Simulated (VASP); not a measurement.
# A VASP study of TaSb2 (PBEsol): structure first, properties next, part 5 of 6

What structure and properties does PBEsol give TaSb2, and how near are they to the measured ones? The start is a computed cell from the Materials Project.

VASP 6.6.1, plane waves and PAW; the level of theory is named at each step.

So far. Step 7 (Band structure (PBEsol + SOC)): There is no gap at this level. Step 7 (Band structure (PBEsol + SOC)): Of the bands kept, 2 cross the Fermi level on this path (spinor bands, one electron each).

## (8) Zone-centre phonons (PBEsol)

This step: PBEsol; plane waves and PAW (Ta_pv, Sb) (VASP 6.6.1).

Zone-centre modes test whether the atoms sit at a minimum within this cell. IBRION = 8 takes the force constants from linear response, which needs tightly converged orbitals.

Contents of INCAR:

```
SYSTEM = TaSb2
PREC = Accurate
ENCUT = 400
EDIFF = 1E-08
NELM = 100
ISMEAR = 1
SIGMA = 0.2
LREAL = .FALSE.
ALGO = Normal
GGA = PS
NBANDS = 27
LASPH = .TRUE.
LORBIT = 11
LWAVE = .FALSE.
LCHARG = .FALSE.
KPAR = 4
IBRION = 8
ISIF = 2
```

Contents of POSCAR:

```
TaSb2
1.0
    5.1171574945     -1.8183642879      0.0095185283
    5.1171574945      1.8183642879      0.0095185283
   -4.2154227015      0.0000000000      7.1302925838
Ta Sb
2 4
Direct
    0.8497042829      0.8497042829      0.8118814231
    0.1502957171      0.1502957171      0.1881185769
    0.1480743744      0.1480743744      0.5345757291
    0.8519256356      0.8519256356      0.4654242709
    0.4049162393      0.4049162393      0.1137224561
    0.5950837607      0.5950837607      0.8862775439
```

Contents of KPOINTS:

```
Automatic mesh
0
Gamma
9 9 5
0 0 0
```

The projector-augmented-wave data sets are Ta_pv and Sb (PBE family, release 64).

Run with:

```sh
$ mpirun -np 4 vasp_std
```

The program printed:

```text
[... set-up lines as in an earlier step ...]
 entering main loop
       N       E                     dE             d eps       ncg     rms          rms(c)
DAV:   1     0.264256487592E+03    0.26426E+03   -0.16713E+04  6882   0.112E+03
DAV:   2    -0.299936035947E+02   -0.29425E+03   -0.28906E+03  7388   0.290E+02
DAV:   3    -0.454851243920E+02   -0.15492E+02   -0.15202E+02  7793   0.621E+01
DAV:   4    -0.458179055721E+02   -0.33278E+00   -0.33072E+00  7977   0.914E+00
DAV:   5    -0.458235975256E+02   -0.56920E-02   -0.56848E-02  8049   0.133E+00    0.185E+01
DAV:   6    -0.447847744272E+02    0.10388E+01   -0.42962E+00  7920   0.101E+01    0.837E+00
DAV:   7    -0.445755801323E+02    0.20919E+00   -0.87188E-01  7794   0.390E+00    0.336E+00
DAV:   8    -0.445402284012E+02    0.35352E-01   -0.16812E-01  7919   0.223E+00    0.506E-01
DAV:   9    -0.445389994236E+02    0.12290E-02   -0.11617E-02  8381   0.514E-01    0.227E-01
DAV:  10    -0.445386367009E+02    0.36272E-03   -0.24180E-03  7811   0.269E-01    0.590E-02
DAV:  11    -0.445386416053E+02   -0.49044E-05   -0.26239E-04  7904   0.761E-02    0.215E-02
DAV:  12    -0.445386423143E+02   -0.70898E-06   -0.36055E-05  7855   0.301E-02    0.593E-03
DAV:  13    -0.445386416266E+02    0.68772E-06   -0.23946E-06  7536   0.861E-03    0.194E-03
DAV:  14    -0.445386415670E+02    0.59554E-07   -0.27337E-07  7904   0.287E-03    0.719E-04
DAV:  15    -0.445386414740E+02    0.93031E-07   -0.34484E-08  6299   0.996E-04    0.294E-04
DAV:  16    -0.445386414964E+02   -0.22435E-07   -0.32019E-09  4072   0.354E-04    0.527E-05
DAV:  17    -0.445386414909E+02    0.54765E-08   -0.71017E-10  4029   0.141E-04
   1 F= -.44538641E+02 E0= -.44539285E+02  d E =0.192914E-02
 Linear response reoptimize wavefunctions to high precision
DAV:   1    -0.445386414904E+02    0.53160E-09   -0.16278E-10  4026   0.725E-05
DAV:   2    -0.445386414903E+02    0.68212E-10   -0.53534E-11  4005   0.371E-05
 Linear response DOF=           9
 Linear response progress:
  Degree of freedom:   1/  9
       N       E                     dE             d eps       ncg     rms          rms(c)
RMM:   1    -0.159216185802E+00   -0.15922E+00    0.13679E+01  6276   0.248E+01
RMM:   2    -0.193360284882E+00   -0.34144E-01   -0.47641E-02  9341   0.149E+00    0.997E-02
RMM:   3    -0.193380375263E+00   -0.20090E-04   -0.40237E-03 11982   0.287E-01    0.551E-02
RMM:   4    -0.192995413605E+00    0.38496E-03   -0.47567E-04 12734   0.113E-01    0.257E-02
RMM:   5    -0.192844432740E+00    0.15098E-03   -0.83534E-05 12934   0.351E-02    0.135E-02
RMM:   6    -0.192772124452E+00    0.72308E-04   -0.17342E-05 12592   0.163E-02    0.642E-03
RMM:   7    -0.192714907417E+00    0.57217E-04   -0.64457E-06 12796   0.792E-03    0.130E-03
RMM:   8    -0.192707550090E+00    0.73573E-05   -0.20122E-06 13309   0.300E-03    0.633E-04
RMM:   9    -0.192705536726E+00    0.20134E-05   -0.92616E-07 12890   0.175E-03    0.176E-04
RMM:  10    -0.192705832186E+00   -0.29546E-06   -0.79473E-07 13619   0.970E-04    0.824E-05
RMM:  11    -0.192706179525E+00   -0.34734E-06   -0.35248E-07 13862   0.653E-04    0.252E-05
RMM:  12    -0.192706297262E+00   -0.11774E-06   -0.22437E-07 13774   0.463E-04    0.130E-05
RMM:  13    -0.192706431923E+00   -0.13466E-06   -0.10927E-07 13453   0.363E-04    0.684E-06
RMM:  14    -0.192706489719E+00   -0.57796E-07   -0.12929E-07 14609   0.288E-04    0.296E-06
RMM:  15    -0.192706509924E+00   -0.20206E-07   -0.10807E-07 14872   0.242E-04    0.231E-06
RMM:  16    -0.192706525528E+00   -0.15604E-07   -0.73727E-08 14506   0.213E-04    0.214E-06
RMM:  17    -0.192706541398E+00   -0.15870E-07   -0.74292E-08 14771   0.193E-04    0.163E-06
RMM:  18    -0.192706582132E+00   -0.40735E-07   -0.77563E-08 14095   0.183E-04    0.234E-06
RMM:  19    -0.192706552188E+00    0.29944E-07   -0.74263E-08 13885   0.172E-04    0.171E-06
RMM:  20    -0.192706567219E+00   -0.15030E-07   -0.68768E-08 14312   0.163E-04    0.598E-07
RMM:  21    -0.192706565318E+00    0.19006E-08   -0.67137E-08 13643   0.158E-04    0.976E-07
 first order change of Fermi-energy  -0.11189E-01
 force on displaced ion       1 direction 1 : -12.688   0.000   0.199
 Linear response progress:
  Degree of freedom:   2/  9
       N       E                     dE             d eps       ncg     rms          rms(c)
RMM:   1    -0.147562710252E+00   -0.14756E+00    0.13272E+01 11092   0.244E+01
RMM:   2    -0.179452251090E+00   -0.31890E-01   -0.44848E-02 16427   0.146E+00    0.858E-02
RMM:   3    -0.179580331319E+00   -0.12808E-03   -0.44013E-03 21449   0.310E-01    0.494E-02
RMM:   4    -0.179171729204E+00    0.40860E-03   -0.39908E-04 22318   0.100E-01    0.184E-02
RMM:   5    -0.179030007755E+00    0.14172E-03   -0.63836E-05 23240   0.290E-02    0.703E-03
RMM:   6    -0.178978608518E+00    0.51399E-04   -0.13931E-05 22040   0.115E-02    0.120E-03
RMM:   7    -0.178975613203E+00    0.29953E-05   -0.54100E-06 24816   0.498E-03    0.677E-04
RMM:   8    -0.178973961476E+00    0.16517E-05   -0.27518E-06 23162   0.238E-03    0.302E-04
RMM:   9    -0.178974138326E+00   -0.17685E-06   -0.14034E-06 24607   0.130E-03    0.772E-05
RMM:  10    -0.178974632009E+00   -0.49368E-06   -0.77837E-07 23022   0.814E-04    0.472E-05
RMM:  11    -0.178975090812E+00   -0.45880E-06   -0.52379E-07 22842   0.569E-04    0.201E-05
RMM:  12    -0.178975271718E+00   -0.18091E-06   -0.30548E-07 25298   0.405E-04    0.870E-06
RMM:  13    -0.178975326804E+00   -0.55086E-07   -0.12244E-07 24270   0.312E-04    0.432E-06
RMM:  14    -0.178975382577E+00   -0.55773E-07   -0.10530E-07 24505   0.255E-04    0.266E-06
RMM:  15    -0.178975402751E+00   -0.20174E-07   -0.52905E-08 26405   0.216E-04    0.211E-06
RMM:  16    -0.178975444967E+00   -0.42216E-07   -0.21361E-08 24529   0.193E-04    0.132E-06
RMM:  17    -0.178975416152E+00    0.28814E-07   -0.16994E-08 24138   0.176E-04    0.220E-06
RMM:  18    -0.178975428298E+00   -0.12145E-07   -0.17071E-08 24687   0.164E-04    0.180E-06
RMM:  19    -0.178975417617E+00    0.10681E-07   -0.81468E-09 23983   0.156E-04    0.327E-06
RMM:  20    -0.178975434872E+00   -0.17255E-07    0.45055E-09 24950   0.151E-04    0.195E-06
RMM:  21    -0.178975436658E+00   -0.17861E-08    0.18264E-10 23947   0.147E-04    0.204E-06
 first order change of Fermi-energy  -0.77256E-03
 force on displaced ion       1 direction 2 :   0.005 -12.350  -0.008
 Linear response progress:
  Degree of freedom:   3/  9
       N       E                     dE             d eps       ncg     rms          rms(c)
RMM:   1    -0.162679041594E+00   -0.16268E+00    0.14203E+01  6229   0.254E+01
RMM:   2    -0.197849410655E+00   -0.35170E-01   -0.48254E-02  9253   0.151E+00    0.121E-01
[...]
force on displaced ion       1 direction 3 :   0.201   0.000 -15.884
 Linear response progress:
  Degree of freedom:   4/  9
       N       E                     dE             d eps       ncg     rms          rms(c)
RMM:   1    -0.333687982355E-01   -0.33369E-01    0.16372E-02 12576   0.112E+00
RMM:   2    -0.295243221458E-01    0.38445E-02   -0.44062E-03 10997   0.249E-01    0.714E-02
RMM:   3    -0.294962389255E-01    0.28083E-04   -0.40895E-04 10571   0.710E-02    0.485E-02
RMM:   4    -0.294832468071E-01    0.12992E-04   -0.48252E-05 10994   0.255E-02    0.264E-02
RMM:   5    -0.294826326471E-01    0.61416E-06   -0.19839E-05 10974   0.170E-02    0.843E-03
RMM:   6    -0.294856229487E-01   -0.29903E-05   -0.25697E-06 11078   0.758E-03    0.201E-03
RMM:   7    -0.294881547404E-01   -0.25318E-05   -0.27182E-07 11525   0.309E-03    0.655E-04
RMM:   8    -0.294887257751E-01   -0.57103E-06   -0.20064E-08 11727   0.828E-04    0.245E-04
RMM:   9    -0.294887630717E-01   -0.37297E-07   -0.19047E-08 11754   0.265E-04    0.757E-05
RMM:  10    -0.294887654523E-01   -0.23806E-08   -0.35715E-08 12581   0.122E-04    0.231E-05
 first order change of Fermi-energy  -0.25846E+00
 force on displaced ion       3 direction 1 : -12.651   0.000  -0.924
 Linear response progress:
  Degree of freedom:   5/  9
       N       E                     dE             d eps       ncg     rms          rms(c)
RMM:   1    -0.259010122391E-01   -0.25901E-01   -0.18352E-02 20421   0.108E+00
RMM:   2    -0.228721519282E-01    0.30289E-02   -0.42959E-03 19261   0.249E-01    0.503E-02
RMM:   3    -0.228938275703E-01   -0.21676E-04   -0.34161E-04 18946   0.589E-02    0.298E-02
RMM:   4    -0.229070454861E-01   -0.13218E-04   -0.38753E-05 19395   0.260E-02    0.501E-03
RMM:   5    -0.229027190589E-01    0.43264E-05   -0.43045E-06 19594   0.660E-03    0.311E-03
RMM:   6    -0.228996926469E-01    0.30264E-05   -0.44136E-07 20001   0.280E-03    0.719E-04
RMM:   7    -0.228996222539E-01    0.70393E-07   -0.18313E-07 20429   0.108E-03    0.400E-04
RMM:   8    -0.228997736673E-01   -0.15141E-06   -0.95586E-09 20625   0.532E-04    0.196E-04
RMM:   9    -0.228998291684E-01   -0.55501E-07   -0.97782E-09 21894   0.234E-04    0.383E-05
RMM:  10    -0.228998498747E-01   -0.20706E-07   -0.17996E-08 20774   0.114E-04    0.201E-05
RMM:  11    -0.228998993866E-01   -0.49512E-07   -0.27044E-08 22005   0.781E-05    0.488E-06
RMM:  12    -0.228999025149E-01   -0.31283E-08   -0.92852E-09 24148   0.648E-05    0.189E-06
 first order change of Fermi-energy  -0.19482E-04
 force on displaced ion       3 direction 2 :  -0.001  -6.442  -0.001
 Linear response progress:
  Degree of freedom:   6/  9
       N       E                     dE             d eps       ncg     rms          rms(c)
RMM:   1    -0.378076024292E-01   -0.37808E-01    0.18183E-02 12683   0.125E+00
RMM:   2    -0.349334379289E-01    0.28742E-02   -0.50989E-03 10333   0.279E-01    0.127E-01
RMM:   3    -0.347828792124E-01    0.15056E-03   -0.10957E-03 10878   0.147E-01    0.990E-02
RMM:   4    -0.347234034865E-01    0.59476E-04   -0.30690E-04 10823   0.626E-02    0.603E-02
RMM:   5    -0.347421635169E-01   -0.18760E-04   -0.61692E-05 11130   0.330E-02    0.746E-03
RMM:   6    -0.347399502518E-01    0.22133E-05   -0.12238E-05 10518   0.104E-02    0.322E-03
RMM:   7    -0.347386379105E-01    0.13123E-05   -0.19532E-06 11521   0.461E-03    0.133E-03
RMM:   8    -0.347390726537E-01   -0.43474E-06    0.31697E-07 11278   0.166E-03    0.623E-04
RMM:   9    -0.347390530414E-01    0.19612E-07    0.27609E-08 11163   0.774E-04    0.997E-05
RMM:  10    -0.347391797936E-01   -0.12675E-06    0.53070E-08 12080   0.328E-04    0.638E-05
RMM:  11    -0.347392113509E-01   -0.31557E-07   -0.30825E-08 12045   0.131E-04    0.146E-05
RMM:  12    -0.347392150940E-01   -0.37431E-08   -0.19322E-09 12992   0.809E-05    0.544E-06
 first order change of Fermi-energy  -0.13351E+00
 force on displaced ion       3 direction 3 :  -0.926   0.000  -9.983
 Linear response progress:
  Degree of freedom:   7/  9
       N       E                     dE             d eps       ncg     rms          rms(c)
RMM:   1    -0.344050237532E-01   -0.34405E-01    0.13921E-02 12199   0.124E+00
RMM:   2    -0.301128136572E-01    0.42922E-02   -0.45630E-03 10937   0.265E-01    0.752E-02
RMM:   3    -0.301055261463E-01    0.72875E-05   -0.46926E-04 10590   0.854E-02    0.455E-02
RMM:   4    -0.301125475054E-01   -0.70214E-05   -0.79378E-05 10830   0.355E-02    0.228E-02
RMM:   5    -0.301231901453E-01   -0.10643E-04   -0.21967E-05 10974   0.198E-02    0.856E-03
RMM:   6    -0.301278070487E-01   -0.46169E-05   -0.24354E-06 11096   0.739E-03    0.276E-03
RMM:   7    -0.301277151033E-01    0.91945E-07   -0.79377E-07 11369   0.370E-03    0.676E-04
RMM:   8    -0.301284211133E-01   -0.70601E-06   -0.10317E-07 10993   0.116E-03    0.367E-04
RMM:   9    -0.301286458719E-01   -0.22476E-06    0.47452E-09 11760   0.501E-04    0.716E-05
RMM:  10    -0.301287196739E-01   -0.73802E-07   -0.20222E-09 12222   0.198E-04    0.356E-05
RMM:  11    -0.301287362662E-01   -0.16592E-07    0.31572E-09 12373   0.928E-05    0.126E-05
RMM:  12    -0.301287290192E-01    0.72470E-08    0.64133E-09 12558   0.651E-05    0.389E-06
 first order change of Fermi-energy  -0.27147E+00
 force on displaced ion       5 direction 1 : -10.866   0.000   1.137
 Linear response progress:
  Degree of freedom:   8/  9
       N       E                     dE             d eps       ncg     rms          rms(c)
RMM:   1    -0.260280013238E-01   -0.26028E-01   -0.15472E-02 20841   0.109E+00
RMM:   2    -0.228418706818E-01    0.31861E-02   -0.39489E-03 19130   0.243E-01    0.650E-02
RMM:   3    -0.228587687971E-01   -0.16898E-04   -0.31671E-04 18858   0.658E-02    0.379E-02
RMM:   4    -0.229138813062E-01   -0.55113E-04   -0.64329E-05 19200   0.349E-02    0.761E-03
RMM:   5    -0.229011142246E-01    0.12767E-04   -0.80682E-06 19406   0.921E-03    0.413E-03
RMM:   6    -0.229000437275E-01    0.10705E-05   -0.12086E-06 20357   0.319E-03    0.120E-03
RMM:   7    -0.229005095079E-01   -0.46578E-06   -0.17542E-07 20474   0.132E-03    0.651E-04
RMM:   8    -0.229009981678E-01   -0.48866E-06   -0.85434E-08 19455   0.708E-04    0.243E-04
RMM:   9    -0.229011517208E-01   -0.15355E-06   -0.63520E-09 22018   0.298E-04    0.665E-05
RMM:  10    -0.229012290812E-01   -0.77360E-07   -0.19613E-09 20035   0.143E-04    0.601E-05
RMM:  11    -0.229013163111E-01   -0.87230E-07   -0.10883E-08 21750   0.787E-05    0.536E-06
RMM:  12    -0.229013152690E-01    0.10421E-08   -0.88955E-09 23532   0.556E-05    0.189E-06
 first order change of Fermi-energy   0.22456E-03
 force on displaced ion       5 direction 2 :  -0.002  -7.302   0.001
 Linear response progress:
  Degree of freedom:   9/  9
       N       E                     dE             d eps       ncg     rms          rms(c)
RMM:   1    -0.380054142300E-01   -0.38005E-01    0.28261E-03 12276   0.119E+00
RMM:   2    -0.343837659200E-01    0.36216E-02   -0.39445E-03 10363   0.262E-01    0.104E-01
RMM:   3    -0.342844654151E-01    0.99301E-04    0.16289E-04 10797   0.111E-01    0.780E-02
RMM:   4    -0.343421507891E-01   -0.57685E-04   -0.16710E-04 10863   0.471E-02    0.495E-02
RMM:   5    -0.343527772917E-01   -0.10627E-04   -0.39129E-05 11061   0.262E-02    0.614E-03
RMM:   6    -0.343476535920E-01    0.51237E-05   -0.99237E-07 10701   0.851E-03    0.275E-03
RMM:   7    -0.343461879238E-01    0.14657E-05    0.71305E-07 11614   0.348E-03    0.100E-03
RMM:   8    -0.343464997679E-01   -0.31184E-06   -0.42919E-07 11155   0.128E-03    0.392E-04
RMM:   9    -0.343461727445E-01    0.32702E-06    0.13316E-07 11285   0.583E-04    0.831E-05
RMM:  10    -0.343463100421E-01   -0.13730E-06   -0.11681E-07 12418   0.244E-04    0.382E-05
RMM:  11    -0.343463427693E-01   -0.32727E-07   -0.70811E-08 12261   0.101E-04    0.136E-05
RMM:  12    -0.343463564814E-01   -0.13712E-07   -0.37755E-08 13307   0.735E-05    0.443E-06
RMM:  13    -0.343463570369E-01   -0.55556E-09   -0.30911E-08 13181   0.624E-05    0.166E-06
 first order change of Fermi-energy   0.19860E+00
 force on displaced ion       5 direction 3 :   1.140   0.000  -8.020
 Linear response finished
```

Run time: 24 min. Hardware: 4 MPI ranks of AMD EPYC 9R45, shared host; peak memory 4.2 GiB; 1.6 h of CPU time.

(Continued in part 6 of 6.)

[Lines on the potential files, build, host, timing and source positions are cut from VASP's logs without a mark.]

[Logs are printed without paths, hosts, clocks, repeated set-up lines and the standing remarks that a program may print on its own settings, such as how far it seeks lower states.]

[Hosts, paths, dates, database ids (printed as entryN), source tags and the programs' standing remarks are cut or masked in the printed files.]

[A measured line is paired with the nearest computed mode of its activity, which favours agreement.]
